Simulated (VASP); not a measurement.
Level of theory: PBE GGA, VASP's PBE PAW potentials (set 64) (plane waves; VASP).

VASP ran on this input.

POSCAR:
```
AlC63
1.0
  7.1465551590   0.0000000000   0.0000000000
  0.0000000000   7.1465551590   0.0000000000
  0.0000000000   0.0000000000   7.1465551590
C Al
63 1
Cart
  3.5732775795   0.0000000000   0.0000000000
  4.4665969744   0.8933193949   0.8933193949
  5.3599163692   1.7866387898   0.0000000000
  6.2532357641   2.6799581846   0.8933193949
  5.3599163692   0.0000000000   1.7866387898
  6.2532357641   0.8933193949   2.6799581846
  0.0000000000   0.0000000000   0.0000000000
  0.8933193949   0.8933193949   0.8933193949
  1.7866387898   1.7866387898   0.0000000000
  2.7073223443   2.6848464284   0.8590873957
  3.5732775795   3.5732775795   0.0000000000
  4.4882939158   4.4181004511   0.8946415076
  5.3599163692   5.3599163692   0.0000000000
  6.2532357641   6.2532357641   0.8933193949
  1.7866387898   0.0000000000   1.7866387898
  2.7140615458   0.9038891500   2.6754844411
  3.5935523565   1.8358999945   1.8003315894
  4.4183434339   2.6438537880   2.6945157175
  5.3102978368   3.5304268348   1.7934780430
  6.2702016861   4.5014006980   2.6554097677
  3.5732775795   0.0000000000   3.5732775795
  4.5161511878   0.8532558067   4.4963194973
  5.3173229005   1.7648132103   3.5317775337
  6.2942355511   2.7022411436   4.4951117295
  5.3599163692   0.0000000000   5.3599163692
  6.2532357641   0.8933193949   6.2532357641
  0.0000000000   3.5732775795   0.0000000000
  0.8933193949   4.4665969744   0.8933193949
  1.7866387898   5.3599163692   0.0000000000
  2.6799581846   6.2532357641   0.8933193949
  0.0000000000   1.7866387898   1.7866387898
  0.9000585964   2.6810301679   2.6806299608
  1.7825723999   3.5776584178   1.7943070434
  2.6334055243   4.4363813392   2.6562030353
  3.5881781470   5.4077768491   1.8083214381
  4.4856568370   6.2509845992   2.6938296482
  0.0000000000   0.0000000000   3.5732775795
  0.8933193949   0.8933193949   4.4665969744
  1.7388140426   1.7477115038   3.5477643776
  2.7154765638   2.6309328162   4.4289918011
  4.4952117812   4.4367386669   4.4608082647
  5.3923974624   5.3552854015   3.5838258949
  6.2532357641   6.2532357641   4.4665969744
  1.7866387898   0.0000000000   5.3599163692
  2.6799581846   0.8933193949   6.2532357641
  3.6135698575   1.7885969459   5.4036890196
  4.4651748099   2.6481774538   6.2205974467
  5.3404634461   3.5470783083   5.3500255369
  6.2532357641   4.4665969744   6.2532357641
  0.0000000000   5.3599163692   1.7866387898
  0.8933193949   6.2532357641   2.6799581846
  0.0000000000   3.5732775795   3.5732775795
  0.8449515096   4.5085829859   4.4410694793
  1.7584241900   5.3473813115   3.5666741625
  2.6486777127   6.2364270664   4.4929034439
  0.0000000000   1.7866387898   5.3599163692
  0.8933193949   2.6799581846   6.2532357641
  1.7414010956   3.5525525695   5.3145500371
  2.7214153511   4.4701202261   6.2553511445
  3.6109470717   5.4007374923   5.3551353238
  4.4665969744   6.2532357641   6.2532357641
  0.0000000000   5.3599163692   5.3599163692
  0.8933193949   6.2532357641   6.2532357641
  3.5523238798   3.5772725038   3.5346290092
```

### KPOINTS
```
Regular mesh
0
G
 1 1 1
0 0 0
```

INCAR:
```
SYSTEM = AlC63
PREC = Normal
ENCUT = 400
EDIFF = 1E-5
NELM = 100
ALGO = Fast
LREAL = Auto
LASPH = .TRUE.
ISMEAR = 0
SIGMA = 0.05
GGA = PE
LWAVE = .TRUE.
LCHARG = .FALSE.
NELMIN = 4
ISYM = 0
NELECT = 254.0
IBRION = 2
ISIF = 2
NSW = 60
EDIFFG = -0.03
```

POTCAR, in this order: C Al (PBE.64 set). Program: vasp_gam.

The cell is charged, with a uniform compensating background. The supercell is sampled at Γ alone, which is coarse: total energies, pressure and levels can be off, energies of defects by several tenths of an eV.

Problem. Predict the energy per atom (σ→0).

Solution. 
- energy per atom (σ→0) = -8.972 eV/atom

File OSZICAR:
```
...
RMM:   4    -0.574206688571E+03   -0.39063E-05   -0.68086E-05   265   0.181E-02
  15 F= -.57420669E+03 E0= -.57420669E+03  d E =-.561199E-03
       N       E                     dE             d eps       ncg     rms          rms(c)
DAV:   1    -0.574206714654E+03   -0.29990E-04   -0.48678E-03   368   0.200E-01    0.138E-02
RMM:   2    -0.574206716733E+03   -0.20788E-05   -0.60881E-05   299   0.219E-02    0.750E-03
RMM:   3    -0.574206716573E+03    0.15977E-06   -0.10120E-05   181   0.812E-03    0.326E-03
RMM:   4    -0.574206716623E+03   -0.49713E-07   -0.18155E-06   177   0.306E-03
  16 F= -.57420672E+03 E0= -.57420672E+03  d E =-.589251E-03
```

The cell is a supercell with a defect, built from C (diamond): Al_C, charge +1. The run is not spin-polarised, so no state with unpaired spins was tried.
